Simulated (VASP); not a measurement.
VASP ran on this input.

### KPOINTS
```
Regular mesh
0
Gamma
 14 14 14
```

File POSCAR:
```
HfN
1
    0.0000000000     2.2579857428     2.2579857428
    2.2579857428     0.0000000000     2.2579857428
    2.2579857428     2.2579857428     0.0000000000
Hf N
1 1
Direct
  0.0000000000   0.0000000000   0.0000000000
  0.5000000000   0.5000000000   0.5000000000
```

### INCAR
```
SYSTEM = HfN
PREC = Accurate
ENCUT = 520
EDIFF = 1E-7
NELM = 100
ALGO = Normal
LREAL = .FALSE.
LASPH = .TRUE.
ISMEAR = 1
SIGMA = 0.1
GGA = MK
PARAM1 = 0.1234
PARAM2 = 1.0
LUSE_VDW = .TRUE.
AGGAC = 0.0
LMAXMIX = 6
LWAVE = .FALSE.
LCHARG = .FALSE.
ISIF = 2
```

POTCAR, in this order: Hf_pv N (PBE.64 set). Program: vasp_std.

Problem. Translate this optB86b-vdW calculation to Quantum ESPRESSO's pw.x.

Solution. One equivalent input (not run):
```
&CONTROL
  calculation = 'scf'
  pseudo_dir = './pseudo'
  outdir = './out'
  tprnfor = .true.
  tstress = .true.
/
&SYSTEM
  ibrav = 0
  nat = 2
  ntyp = 2
  ecutwfc = 84
  occupations = 'smearing'
  smearing = 'methfessel-paxton'
  degauss = 0.00735
  input_dft = 'vdw-df-ob86'
/
&ELECTRONS
  conv_thr = 7.3e-09
  electron_maxstep = 100
/
ATOMIC_SPECIES
  Hf 178.490 Hf.upf
  N 14.007 N.upf
CELL_PARAMETERS angstrom
     0.0000000    2.2579857    2.2579857
     2.2579857    0.0000000    2.2579857
     2.2579857    2.2579857    0.0000000
ATOMIC_POSITIONS crystal
  Hf   0.0000000  0.0000000  0.0000000
  N    0.5000000  0.5000000  0.5000000
K_POINTS automatic
  14 14 14 0 0 0
```
What does not carry over: the potentials are each code's own (VASP's PAW set, PseudoDojo norm-conserving files in pw.x), so ENCUT and ecutwfc are chosen apart and not converted; conv_thr bounds pw.x's estimated SCF error, while EDIFF bounds the energy change between steps.

The compound is HfN in the rock salt structure. It was relaxed first.
